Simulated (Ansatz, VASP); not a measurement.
## SiO2 (Quartz) in two plane-wave programs

One calculation is typed for both programs; each brings its own data sets. How far apart do they land? The cell is taken from a series of runs on this material, whose earlier steps may have relaxed, scaled, displaced or heated it; both programs get it as it stands.

Main program and level: Ansatz 0.2.0; plane waves, with VASP 6.6.1 beside it; zone-centre phonons at PBE.

## (1) The starting structure

It takes space group P3_121 (No. 152, trigonal). Conventional cell: a = 5.022 Å, b = 5.022 Å, c = 5.510 Å, α = 90.00°, β = 90.00°, γ = 120.00°. Si has 4 O at 1.63 Å nearest. O has 2 Si at 1.63 Å nearest. Farther neighbours and most contacts between anions are not listed.

As a file:

```
Si O
1.0
     5.02172    0.00000    0.00000
    -2.51086    4.34894    0.00000
     0.00000    0.00000    5.51016
Si O
3 6
Direct
  0.52338 0.00000 0.33333
  0.00000 0.52338 0.66667
  0.47662 0.47662 0.00000
  0.15888 0.41448 0.87197
  0.58552 0.74440 0.20531
  0.25560 0.84112 0.53864
  0.41448 0.15888 0.12803
  0.74440 0.58552 0.79469
  0.84112 0.25560 0.46136
```

## (2) VASP: zone-centre phonons, PBE

Second derivatives magnify differences that forces hide, and they need a tight electronic threshold.

Lines of VASP's logs that name or quote its potential files are left out, and so is its time.

Input file INCAR:

```
SYSTEM = SiO2
PREC = Accurate
ENCUT = 600
EDIFF = 1E-08
NELM = 120
ISMEAR = 0
SIGMA = 0.01
LREAL = .FALSE.
ALGO = Normal
GGA = PE
NBANDS = 33
LORBIT = 11
LWAVE = .FALSE.
LCHARG = .FALSE.
ISIF = 2
IBRION = 8
LEPSILON = .TRUE.
LASPH = .TRUE.
GGA_COMPAT = .FALSE.
EFERMI = MIDGAP
KPAR = 2
```

Input file POSCAR:

```
SiO2
1.0
    5.0217182311      0.0000000000      0.0000000000
   -2.5108591156      4.3489355587      0.0000000000
    0.0000000000      0.0000000000      5.5101572042
Si O
3 6
Direct
    0.5233784777      0.0000000000      0.3333333333
    1.0000000000      0.5233784777      0.6666666667
    0.4766215223      0.4766215223      0.0000000000
    0.1588802292      0.4144768297      0.8719740298
    0.5855231703      0.7444033995      0.2053073631
    0.2555966005      0.8411197708      0.5386406965
    0.4144768297      0.1588802292      0.1280259702
    0.7444033995      0.5855231703      0.7946926369
    0.8411197708      0.2555966005      0.4613593035
```

Input file KPOINTS:

```
Automatic mesh
0
Gamma
6 6 4
0 0 0
```

PAW data sets: Si and O (PBE family, release 64).

On the command line:

```
mpirun -np 2 vasp_std
```

Numbers of over 12 decimals in the logs are rounded to 6 here.

Log:

```text
[banner, memory and clock lines left out]
running    2 mpi-ranks, on    1 nodes
 distrk:  each k-point on    1 cores,    2 groups
 distr:  one band on    1 cores,    1 groups

 POSCAR found type information on POSCAR SiO
 POSCAR found :  2 types and       9 ions
 LDA part: xc-table for (Slater+PW92), standard interpolation
 POSCAR, INCAR and KPOINTS ok, starting setup
 FFT: planning ... GRIDC
 FFT: planning ... GRID_SOFT
 FFT: planning ... GRID
 WAVECAR not read
 entering main loop
       N       E                     dE             d eps       ncg     rms          rms(c)
DAV:   1     0.312007849763E+03    0.31201E+03   -0.27129E+04  1584   0.150E+03
DAV:   2    -0.588154553218E+02   -0.37082E+03   -0.35751E+03  2038   0.322E+02
DAV:   3    -0.803265419941E+02   -0.21511E+02   -0.21400E+02  2008   0.825E+01
DAV:   4    -0.805821182960E+02   -0.25558E+00   -0.25533E+00  1976   0.999E+00
DAV:   5    -0.805861536492E+02   -0.40354E-02   -0.40339E-02  1992   0.123E+00    0.248E+01
DAV:   6    -0.711341702890E+02    0.94520E+01   -0.36603E+01  1839   0.323E+01    0.117E+01
DAV:   7    -0.711537578405E+02   -0.19588E-01   -0.95307E-01  1968   0.490E+00    0.432E+00
DAV:   8    -0.711546192661E+02   -0.86143E-03   -0.43464E-02  1943   0.162E+00    0.165E+00
DAV:   9    -0.711668801019E+02   -0.12261E-01   -0.25138E-02  1824   0.118E+00    0.344E-01
DAV:  10    -0.711686521809E+02   -0.17721E-02   -0.38432E-03  1960   0.333E-01    0.106E-01
DAV:  11    -0.711685581105E+02    0.94070E-04   -0.10664E-03  1968   0.191E-01    0.164E-02
DAV:  12    -0.711685670014E+02   -0.88908E-05   -0.27334E-05  1936   0.307E-02    0.167E-02
DAV:  13    -0.711685693533E+02   -0.23520E-05   -0.12983E-05  1912   0.200E-02    0.357E-03
DAV:  14    -0.711685699632E+02   -0.60985E-06   -0.54532E-07  1936   0.432E-03    0.752E-04
DAV:  15    -0.711685699639E+02   -0.73760E-09   -0.30280E-08  1696   0.101E-03
   1 F= -.71168570E+02 E0= -.71168570E+02  d E =0.000000E+00
 Linear response reoptimize wavefunctions to high precision
DAV:   1    -0.711685699601E+02    0.38626E-08   -0.87671E-09  1576   0.552E-04
DAV:   2    -0.711685699601E+02   -0.18190E-10   -0.66072E-10  1368   0.148E-04
 Linear response G [H, r] |phi>, progress :
  Direction:   1
       N       E                     dE             d eps       ncg     rms
RMM:   1    -0.181437956485E+03   -0.18144E+03    0.19090E+02  3573   0.972E+01
RMM:   2    -0.172759067574E+03    0.86789E+01   -0.10033E+01  2745   0.180E+01
RMM:   3    -0.172843145644E+03   -0.84078E-01   -0.18259E-01  2861   0.213E+00
RMM:   4    -0.172845584530E+03   -0.24389E-02   -0.79223E-03  2983   0.349E-01
RMM:   5    -0.172845433539E+03    0.15099E-03   -0.10591E-03  3004   0.702E-02
RMM:   6    -0.172845396065E+03    0.37474E-04   -0.46399E-04  3027   0.270E-02
RMM:   7    -0.172845388205E+03    0.78593E-05   -0.37170E-04  3035   0.214E-02
RMM:   8    -0.172845386900E+03    0.13056E-05   -0.35511E-04  3034   0.208E-02
RMM:   9    -0.172845386344E+03    0.55626E-06   -0.33756E-04  3029   0.207E-02
RMM:  10    -0.172845387459E+03   -0.11151E-05   -0.25511E-04  3047   0.207E-02
 Linear response G [H, r] |phi>, progress :
  Direction:   2
       N       E                     dE             d eps       ncg     rms
RMM:   1    -0.180274478935E+03   -0.18027E+03    0.19659E+02  3554   0.970E+01
RMM:   2    -0.172770612334E+03    0.75039E+01   -0.98488E+00  2746   0.179E+01
RMM:   3    -0.172856708920E+03   -0.86097E-01   -0.17620E-01  2850   0.211E+00
RMM:   4    -0.172859158215E+03   -0.24493E-02   -0.78301E-03  2995   0.351E-01
RMM:   5    -0.172859012915E+03    0.14530E-03   -0.87359E-04  3013   0.699E-02
RMM:   6    -0.172858975613E+03    0.37302E-04   -0.28980E-04  3032   0.272E-02
RMM:   7    -0.172858966456E+03    0.91566E-05   -0.20487E-04  3044   0.218E-02
RMM:   8    -0.172858963231E+03    0.32253E-05   -0.15493E-04  3041   0.212E-02
RMM:   9    -0.172858963188E+03    0.42755E-07   -0.14051E-04  3044   0.211E-02
RMM:  10    -0.172858965554E+03   -0.23658E-05   -0.72520E-05  3060   0.211E-02
 Linear response G [H, r] |phi>, progress :
  Direction:   3
       N       E                     dE             d eps       ncg     rms
RMM:   1    -0.180325295123E+03   -0.18033E+03    0.19541E+02  3549   0.968E+01
RMM:   2    -0.172741481635E+03    0.75838E+01   -0.10094E+01  2726   0.181E+01
RMM:   3    -0.172817298095E+03   -0.75816E-01   -0.15949E-01  2846   0.213E+00
RMM:   4    -0.172821747834E+03   -0.44497E-02   -0.25871E-03  2977   0.355E-01
RMM:   5    -0.172822007958E+03   -0.26012E-03    0.62731E-04  3003   0.688E-02
RMM:   6    -0.172822062482E+03   -0.54524E-04    0.31299E-04  3031   0.249E-02
RMM:   7    -0.172822071070E+03   -0.85883E-05    0.23531E-04  3035   0.190E-02
RMM:   8    -0.172822073507E+03   -0.24361E-05    0.21108E-04  3038   0.184E-02
RMM:   9    -0.172822072839E+03    0.66721E-06    0.22633E-04  3033   0.183E-02
RMM:  10    -0.172822070666E+03    0.21730E-05    0.26153E-04  3044   0.183E-02
[...]
RMM:   1    -0.471287168206E-01   -0.47129E-01   -0.34383E-02 14949   0.153E+00
RMM:   2    -0.245977469761E-01    0.22531E-01   -0.48391E-03  9023   0.447E-01    0.247E-01
RMM:   3    -0.239057205552E-01    0.69203E-03   -0.12517E-04  9253   0.114E-01    0.140E-01
RMM:   4    -0.235169704964E-01    0.38875E-03   -0.22497E-04  8831   0.113E-01    0.196E-02
[...]
RMM:  15    -0.241072779107E-01    0.20071E-07    0.21604E-07 10125   0.165E-04    0.617E-07
RMM:  16    -0.241072465988E-01    0.31312E-07    0.56419E-07 10342   0.164E-04    0.290E-07
RMM:  17    -0.241072631585E-01   -0.16560E-07    0.30589E-07 10535   0.163E-04    0.231E-07
RMM:  18    -0.241072665699E-01   -0.34114E-08    0.34768E-07 10764   0.162E-04    0.128E-07
RMM:  19    -0.241072718572E-01   -0.52874E-08    0.21877E-07 10969   0.162E-04    0.113E-07
RMM:  20    -0.241072824518E-01   -0.10595E-07    0.19855E-07 11192   0.162E-04    0.661E-08
 first order change of Fermi-energy   0.77500E-05
 force on displaced ion       1 direction 3 :  -0.002  -0.909 -45.779
 Born effective charge ion    1 direction 3 :  -0.000  -0.266   3.447
 Linear response progress:
  Degree of freedom:   4/  6
       N       E                     dE             d eps       ncg     rms          rms(c)
RMM:   1    -0.381429286188E+00   -0.38143E+00    0.46254E-01  9703   0.324E+00
RMM:   2    -0.374455532336E+00    0.69738E-02   -0.10730E-02  8545   0.527E-01    0.342E-01
RMM:   3    -0.375029380870E+00   -0.57385E-03   -0.26176E-03  8182   0.239E-01    0.189E-01
RMM:   4    -0.377341498333E+00   -0.23121E-02   -0.26669E-03  9089   0.207E-01    0.574E-02
RMM:   5    -0.377255375069E+00    0.86123E-04   -0.84487E-05  9278   0.439E-02    0.105E-02
RMM:   6    -0.377336728857E+00   -0.81354E-04   -0.57351E-06  9513   0.105E-02    0.437E-03
RMM:   7    -0.377302062748E+00    0.34666E-04   -0.98559E-07  9426   0.451E-03    0.178E-03
RMM:   8    -0.377311764269E+00   -0.97015E-05   -0.16334E-07  9480   0.201E-03    0.288E-04
RMM:   9    -0.377309423611E+00    0.23407E-05    0.65316E-08  9482   0.810E-04    0.171E-04
RMM:  10    -0.377310967878E+00   -0.15443E-05    0.11323E-07  9576   0.632E-04    0.281E-05
RMM:  11    -0.377310935223E+00    0.32655E-07    0.99812E-08  9700   0.543E-04    0.151E-05
RMM:  12    -0.377311101848E+00   -0.16663E-06    0.19246E-07  9764   0.539E-04    0.584E-06
RMM:  13    -0.377311046260E+00    0.55588E-07    0.64344E-08 10109   0.530E-04    0.221E-06
RMM:  14    -0.377311046196E+00    0.64242E-10    0.66938E-08 10158   0.528E-04    0.105E-06
 first order change of Fermi-energy   0.83458E-01
 force on displaced ion       4 direction 1 : -38.461   1.128 -23.524
 Born effective charge ion    4 direction 1 :  -2.292   0.021  -0.835
 Linear response progress:
  Degree of freedom:   5/  6
       N       E                     dE             d eps       ncg     rms          rms(c)
RMM:   1    -0.378255780910E+00   -0.37826E+00    0.25443E-01  9653   0.305E+00
RMM:   2    -0.369723569983E+00    0.85322E-02   -0.75059E-03  8363   0.437E-01    0.198E-01
RMM:   3    -0.371036197399E+00   -0.13126E-02   -0.13533E-03  8675   0.172E-01    0.990E-02
RMM:   4    -0.372732573522E+00   -0.16964E-02   -0.56872E-04  8008   0.116E-01    0.248E-02
RMM:   5    -0.373082519453E+00   -0.34995E-03   -0.68742E-05  9358   0.330E-02    0.109E-02
RMM:   6    -0.372978607281E+00    0.10391E-03   -0.53448E-06  8948   0.125E-02    0.281E-03
RMM:   7    -0.373023293666E+00   -0.44686E-04   -0.71827E-07  9292   0.384E-03    0.893E-04
RMM:   8    -0.373028083565E+00   -0.47899E-05   -0.18335E-07  9440   0.147E-03    0.445E-04
RMM:   9    -0.373026011528E+00    0.20720E-05   -0.10018E-07  9268   0.947E-04    0.181E-04
RMM:  10    -0.373026226174E+00   -0.21465E-06   -0.14433E-07  9572   0.745E-04    0.651E-05
RMM:  11    -0.373026207183E+00    0.18991E-07    0.20024E-07  9622   0.614E-04    0.234E-05
RMM:  12    -0.373026252743E+00   -0.45560E-07   -0.80680E-08  9943   0.585E-04    0.768E-06
RMM:  13    -0.373026250085E+00    0.26587E-08    0.19355E-08 10170   0.575E-04    0.391E-06
 first order change of Fermi-energy   0.23152E+00
 force on displaced ion       4 direction 2 :   1.129  -7.962   3.529
 Born effective charge ion    4 direction 2 :   0.067  -1.047   0.107
 Linear response progress:
  Degree of freedom:   6/  6
       N       E                     dE             d eps       ncg     rms          rms(c)
RMM:   1    -0.381345306684E+00   -0.38135E+00    0.36093E-01  9748   0.316E+00
RMM:   2    -0.374188090563E+00    0.71572E-02   -0.90354E-03  8426   0.484E-01    0.277E-01
RMM:   3    -0.375050868087E+00   -0.86278E-03   -0.19141E-03  8347   0.206E-01    0.150E-01
RMM:   4    -0.377094682091E+00   -0.20438E-02   -0.17775E-03  8914   0.176E-01    0.430E-02
RMM:   5    -0.377111068917E+00   -0.16387E-04   -0.57468E-05  9331   0.351E-02    0.141E-02
RMM:   6    -0.377112177026E+00   -0.11081E-05   -0.24430E-06  9466   0.826E-03    0.292E-03
RMM:   7    -0.377102821159E+00    0.93559E-05    0.49378E-07  9431   0.204E-03    0.119E-03
RMM:   8    -0.377098374632E+00    0.44465E-05    0.56057E-07  9410   0.123E-03    0.360E-04
RMM:   9    -0.377097749070E+00    0.62556E-06    0.63740E-07  9454   0.696E-04    0.118E-04
RMM:  10    -0.377098590483E+00   -0.84141E-06    0.69259E-07  9511   0.576E-04    0.331E-05
RMM:  11    -0.377098334249E+00    0.25623E-06    0.28575E-07  9671   0.508E-04    0.177E-05
RMM:  12    -0.377098462929E+00   -0.12868E-06    0.56282E-07  9796   0.497E-04    0.598E-06
RMM:  13    -0.377098408171E+00    0.54758E-07    0.62135E-07 10097   0.488E-04    0.262E-06
RMM:  14    -0.377098428387E+00   -0.20216E-07    0.39502E-07 10202   0.485E-04    0.179E-06
RMM:  15    -0.377098414018E+00    0.14369E-07    0.43163E-07 10494   0.482E-04    0.538E-07
RMM:  16    -0.377098415962E+00   -0.19440E-08    0.44754E-07 10667   0.481E-04    0.456E-07
RMM:  17    -0.377098415036E+00    0.92555E-09    0.44222E-07 10917   0.480E-04    0.322E-07
RMM:  18    -0.377098416737E+00   -0.17009E-08    0.49485E-07 11086   0.478E-04    0.309E-07
RMM:  19    -0.377098416687E+00    0.49544E-10    0.41397E-07 11299   0.478E-04    0.189E-07
RMM:  20    -0.377098416261E+00    0.42616E-09    0.47226E-07 11408   0.477E-04    0.157E-07
RMM:  21    -0.377098416039E+00    0.22217E-09    0.44282E-07 11598   0.477E-04    0.104E-07
RMM:  22    -0.377098416857E+00   -0.81835E-09    0.44752E-07 11678   0.477E-04    0.119E-07
RMM:  23    -0.377098416701E+00    0.15669E-09    0.47409E-07 11813   0.477E-04    0.125E-07
RMM:  24    -0.377098416737E+00   -0.36166E-10    0.43403E-07 11875   0.476E-04    0.105E-07
 first order change of Fermi-energy  -0.79311E-01
 force on displaced ion       4 direction 3 : -23.522   3.529 -23.860
 Born effective charge ion    4 direction 3 :  -0.831   0.049  -1.724
 Born effective charges drift removed
 Linear response finished
```

(Part 1 of 3 ends here.)

[Lines on the potential files, build, host, timing and source positions are cut from VASP's logs without a mark.]

[Logs are printed without paths, hosts, clocks, repeated set-up lines and the standing remarks that a program may print on its own settings, such as how far it seeks lower states.]

[Hosts, paths, dates, database ids (printed as entryN), source tags and the programs' standing remarks are cut or masked in the printed files.]
